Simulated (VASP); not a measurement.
Consider the following.

```
BN
1.0
    1.27738    -2.21248     0.00000
    1.27738     2.21248     0.00000
    0.00000     0.00000     4.22506
B N
2 2
Direct
  0.66667   0.33333   0.50023
  0.33333   0.66667   0.00023
  0.66667   0.33333   0.87477
  0.33333   0.66667   0.37477
```

These are PW91 GGA, VASP's PBE PAW potentials (set 64) (plane waves; VASP 6.6.1) values and carry that method's errors. Settings: 520 eV cut-off, Gaussian smearing of 0.050 eV, potentials B N.

### Question
What does the run give for the band gap (along the path) with the smallest direct gap where there is one?

### Answer

```json
{
 "band gap (along the path)": "5.24 eV",
 "smallest direct gap (along the path)": "8.25 eV"
}
```

The compound is BN in the wurtzite structure, a metastable high-pressure form. It was relaxed first.
